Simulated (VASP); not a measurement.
Energy against volume of AlN (wurtzite). These are RPBE GGA, VASP's PBE PAW potentials (set 64) (plane waves; VASP 6.6.1) values and carry that method's errors. Run with 520 eV cut-off, 8×8×5 Γ-centred mesh, Gaussian smearing of 0.050 eV, potentials Al N.

Shape and ions are relaxed at each volume.

| V (Å³/atom) | E (eV/atom) |
|---|---|
| 10.155 | -7.06251 |
| 10.479 | -7.08186 |
| 10.803 | -7.08804 |
| 11.127 | -7.08286 |

Problem. Fit these four points and predict the energy of the run at 11.451 Å³/atom.

Solution. A cubic in V^(−2/3), the third-order Birch-Murnaghan form, passes through the four points with V0 = 10.81 Å³/atom and B0 = 187 GPa, and gives -7.0678 eV/atom there. The run gave -7.0679 eV/atom, -0.0 meV/atom from the fit; all five points give B0 = 186 GPa.

The compound is AlN in the wurtzite structure. It was relaxed first.
